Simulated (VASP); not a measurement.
Cost and result of VASP (PAW) for the lattice constant a of SiC (wurtzite). Static lattice. The cost counts the five points of the equation of state, each on the mesh and cut-off of its row, so the ratios hold those differences too. With PBE it took about 80 core-seconds. Costs are core time on shared hosts, one run each; read them as rough ratios.

| level | k-mesh | cut-off (eV) | lattice constant a (Å) | cost over PBE |
|---|---|---|---|---|
| LDA | 8×8×5 | 520 | 3.059 | within a factor of 2 |
| PBEsol | 8×8×5 | 520 | 3.077 | within a factor of 2 |
| PBE | 8×8×5 | 520 | 3.092 | reference |
| r2SCAN | 8×8×5 | 520 | 3.075 | about 7 times |
| SCAN | 8×8×5 | 520 | (withheld) | (withheld) |

**Question.** Some entries are withheld; supply them.

**Answer.** 
- SCAN, lattice constant a (Å): 3.072
- SCAN, cost over PBE: about 8 times

Left out are levels that failed, ran on another kind of processor or have no fit band path; at most nine are shown.

The compound is SiC in the wurtzite structure, the rare 2H polytype.
